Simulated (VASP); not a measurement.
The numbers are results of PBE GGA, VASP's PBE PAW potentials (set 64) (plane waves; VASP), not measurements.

A VASP calculation is set up with these files.

**KPOINTS**
```
Automatic mesh
0
Gamma
6 6 6
0 0 0
```

**POSCAR**
```
SrTiO3
1
    3.8167689726     0.0000000000     0.0000000000
    0.0000000000     3.8167689726     0.0000000000
    0.0000000000     0.0000000000     3.8167689726
Sr Ti O
1 1 3
Direct
  0.0000000000   0.0000000000   0.0000000000
  0.5000000000   0.5000000000   0.5000000000
  0.5000000000   0.0000000000   0.5000000000
  0.0000000000   0.5000000000   0.5000000000
  0.5000000000   0.5000000000   0.0000000000
```

INCAR:
```
SYSTEM = SrTiO3
PREC = Accurate
ENCUT = 620
EDIFF = 1E-6
NELM = 100
ALGO = Normal
LREAL = .FALSE.
LASPH = .TRUE.
ISMEAR = 0
SIGMA = 0.05
GGA = PE
LMAXMIX = 4
LWAVE = .FALSE.
LCHARG = .FALSE.
IBRION = 2
ISIF = 3
NSW = 40
EDIFFG = -0.02
PSTRESS = 300
```

POTCAR, in this order: Sr_sv Ti_sv O (PBE.64 set). Program: vasp_std.

The run wrote:

**OSZICAR**
```
       N       E                     dE             d eps       ncg     rms          rms(c)
DAV:   1     0.500725553552E+03    0.50073E+03   -0.24340E+04   960   0.215E+03
DAV:   2     0.675783547806E+01   -0.49397E+03   -0.48409E+03  1120   0.549E+02
DAV:   3    -0.475247293836E+02   -0.54283E+02   -0.53769E+02  1448   0.164E+02
DAV:   4    -0.497067684970E+02   -0.21820E+01   -0.21811E+01  1320   0.309E+01
DAV:   5    -0.497731167849E+02   -0.66348E-01   -0.66345E-01  1400   0.446E+00    0.303E+01
DAV:   6    -0.396869257840E+02    0.10086E+02   -0.62366E+01  1408   0.782E+01    0.182E+01
DAV:   7    -0.397948265430E+02   -0.10790E+00   -0.72148E+00  1184   0.217E+01    0.119E+01
DAV:   8    -0.398612033120E+02   -0.66377E-01   -0.15741E+00  1272   0.144E+01    0.298E+00
DAV:   9    -0.397831323543E+02    0.78071E-01   -0.40104E-01  1184   0.706E+00    0.807E-01
DAV:  10    -0.397873451327E+02   -0.42128E-02   -0.10787E-01  1344   0.252E+00    0.665E-01
DAV:  11    -0.397821557620E+02    0.51894E-02   -0.43171E-02  1392   0.163E+00    0.153E-01
DAV:  12    -0.397820602747E+02    0.95487E-04   -0.18760E-03  1288   0.537E-01    0.561E-02
DAV:  13    -0.397820805013E+02   -0.20227E-04   -0.20426E-04  1320   0.133E-01    0.171E-02
DAV:  14    -0.397820864877E+02   -0.59863E-05   -0.32063E-05  1464   0.520E-02    0.925E-03
DAV:  15    -0.397820856439E+02    0.84377E-06   -0.49849E-06   984   0.229E-02
   1 F= -.29370946E+02 E0= -.29370946E+02  d E =-.293709E+02
       N       E                     dE             d eps       ncg     rms          rms(c)
DAV:   1    -0.412636074870E+02   -0.14815E+01   -0.81177E+01  1224   0.980E+01    0.184E+01
DAV:   2    -0.389670029665E+02    0.22966E+01   -0.79577E+00  1264   0.278E+01    0.639E+00
DAV:   3    -0.385214774137E+02    0.44553E+00   -0.22974E+00  1424   0.134E+01    0.160E+00
DAV:   4    -0.385505343677E+02   -0.29057E-01   -0.33550E-01  1336   0.456E+00    0.930E-01
DAV:   5    -0.385753180432E+02   -0.24784E-01   -0.53620E-02  1544   0.121E+00    0.875E-01
DAV:   6    -0.385923059523E+02   -0.16988E-01   -0.20655E-02  1232   0.993E-01    0.349E-01
DAV:   7    -0.385959523711E+02   -0.36464E-02   -0.15563E-02  1560   0.718E-01    0.137E-01
DAV:   8    -0.385963409189E+02   -0.38855E-03   -0.14566E-03  1208   0.265E-01    0.288E-02
DAV:   9    -0.385963544359E+02   -0.13517E-04   -0.21663E-04  1432   0.831E-02    0.126E-02
DAV:  10    -0.385963538806E+02    0.55532E-06   -0.42623E-06  1008   0.147E-02
   2 F= -.29212787E+02 E0= -.29212787E+02  d E =0.158158E+00
       N       E                     dE             d eps       ncg     rms          rms(c)
DAV:   1    -0.405148938673E+02   -0.19185E+01   -0.32905E+01  1152   0.666E+01    0.108E+01
DAV:   2    -0.396295469887E+02    0.88535E+00   -0.36045E+00  1096   0.198E+01    0.425E+00
DAV:   3    -0.394498414153E+02    0.17971E+00   -0.11483E+00  1152   0.704E+00    0.182E+00
DAV:   4    -0.394550844306E+02   -0.52430E-02   -0.23788E-01  1360   0.294E+00    0.169E+00
DAV:   5    -0.394635525520E+02   -0.84681E-02   -0.25547E-02  1656   0.151E+00    0.124E+00
DAV:   6    -0.394720296208E+02   -0.84771E-02   -0.21962E-02  1440   0.907E-01    0.336E-01
DAV:   7    -0.394734495686E+02   -0.14199E-02   -0.41749E-03  1352   0.329E-01    0.124E-01
DAV:   8    -0.394736233077E+02   -0.17374E-03   -0.35421E-04  1200   0.167E-01    0.325E-02
DAV:   9    -0.394736650852E+02   -0.41777E-04   -0.21849E-04  1456   0.113E-01    0.244E-02
DAV:  10    -0.394736675265E+02   -0.24412E-05   -0.32301E-05  1168   0.434E-02    0.549E-03
DAV:  11    -0.394736686076E+02   -0.10811E-05   -0.25737E-06   808   0.139E-02    0.405E-03
DAV:  12    -0.394736686699E+02   -0.62360E-07   -0.45265E-07   544   0.652E-03
   3 F= -.29437524E+02 E0= -.29437524E+02  d E =-.665786E-01
```

### OUTCAR
```
------------------------ aborting loop because EDIFF is reached ----------------------------------------
  FORCE on cell =-STRESS in cart. coord.  units (eV):
  Direction    XX          YY          ZZ          XY          YZ          ZX
  --------------------------------------------------------------------------------------
  Total        9.9669729      9.9669729      9.9669729     -0.0000000      0.0000000      0.0000000
  in kB      297.9323240    297.9323240    297.9323240     -0.0000000      0.0000000      0.0000000
  external PRESSURE =      -2.0676760 kB  Pullay stress =     300.0000000 kB
  volume of cell :       53.60
      direct lattice vectors                 reciprocal lattice vectors
     3.770382506 -0.000000000  0.000000000     0.265225080 -0.000000000  0.000000000
     0.000000000  3.770382506  0.000000000     0.000000000  0.265225080  0.000000000
    -0.000000000 -0.000000000  3.770382506    -0.000000000 -0.000000000  0.265225080
 POSITION                                       TOTAL-FORCE (eV/Angst)
 -----------------------------------------------------------------------------------
      0.00000      0.00000      0.00000         0.000000      0.000000      0.000000
      1.88519      1.88519      1.88519        -0.000000     -0.000000      0.000000
      1.88519     -0.00000      1.88519         0.000000     -0.000000      0.000000
     -0.00000      1.88519      1.88519        -0.000000     -0.000000      0.000000
      1.88519      1.88519      0.00000         0.000000      0.000000      0.000000
 -----------------------------------------------------------------------------------
    total drift:                                0.000000     -0.000000     -0.000000
  FREE ENERGIE OF THE ION-ELECTRON SYSTEM (eV)
  ---------------------------------------------------
  free  energy   TOTEN  =       -39.4736686699 eV

  energy  without entropy=      -39.4736686699  energy(sigma->0) =      -39.47366867
  enthalpy is  TOTEN    =       -29.4375241265 eV   P V=       10.0361445434

 reached required accuracy - stopping structural energy minimisation
```
(Selected blocks of OUTCAR.)

CONTCAR:
```
SrTiO3
   1.00000000000000
     3.7703825063138705   -0.0000000000000000    0.0000000000000000
     0.0000000000000000    3.7703825063138705    0.0000000000000000
    -0.0000000000000000   -0.0000000000000000    3.7703825063138705
  Sr              Ti              O
     1     1     3
Direct
     0.0000000000000000    0.0000000000000000    0.0000000000000000
     0.5000000000000000    0.5000000000000000    0.5000000000000000
     0.5000000000000000    0.0000000000000000    0.5000000000000000
     0.0000000000000000    0.5000000000000000    0.5000000000000000
     0.5000000000000000    0.5000000000000000    0.0000000000000000
```

Energy and stress use the plane-wave basis of the starting cell.

The compound is SrTiO3 in the cubic perovskite structure, the ideal cubic form; the compound distorts at low or room temperature. This run relaxes it under an external pressure of 30 GPa. Symmetry was kept, so distortions that lower it aren't found.
